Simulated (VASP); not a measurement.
Here is the system:

```xyz
4
Lattice="1.5994 0.9234 5.2420 -1.5994 0.9234 5.2420 0.0000 -1.8469 5.2420" Properties=species:S:1:pos:R:3 pbc="T T T"
Zr     0.0000     0.0000    15.7261
Nb     0.0000     0.0000     7.8630
C      0.0000     0.0000    11.8575
C      0.0000     0.0000     3.8686
```

All values below come from LDA (Ceperley-Alder, Perdew-Zunger), VASP's LDA PAW potentials (set 64) (plane waves; VASP 6.6.1). Run with 520 eV cut-off, 12×12×12 Γ-centred mesh, tetrahedra with Blöchl corrections, potentials Zr_sv Nb_sv C.

The cores are frozen, which limits the accuracy of field gradients.

Problem. Give the principal components of the electric field gradient (V/Å²) and the asymmetry η at each nucleus.

Solution. 
```csv
atom,Vxx,Vyy,Vzz,η
Zr1,-7.9,-7.9,15.8,0.00
Nb2,13.2,13.2,-26.4,0.00
C3,0.4,0.4,-0.8,0.00
C4,0.4,0.4,-0.8,0.00
```

The structure comes from a computed database's ZrNbC2 entry (R-3m); how it stands against other phases isn't given here. It was relaxed first.
